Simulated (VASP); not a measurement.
Here is the system:

```
Cs
1.0
    5.35380     0.00000     0.00000
   -2.67690     4.63653     0.00000
    0.00000     0.00000     8.75187
Cs
2
Direct
  0.33333   0.66667   0.25000
  0.66667   0.33333   0.75000
```

All values below come from PBEsol GGA, VASP's PBE PAW potentials (set 64) (plane waves; VASP 6.6.1). Numerical set-up: 400 eV cut-off, Gaussian smearing of 0.050 eV, potentials Cs_sv.

Unless said otherwise, spin-orbit coupling is left out, though it shifts the bands of the heavy elements here.

What does the run give for the band gap (along the path) with the smallest direct gap where there is one?

The band gap (along the path) is none (metal, semimetal or under 0.01 eV).

The absolute energy has meaning only against runs of the same code, potentials and settings.

The structure was generated: Cs was put into the hcp type (P6_3/mmc), which need not be its known phase. It was relaxed first.
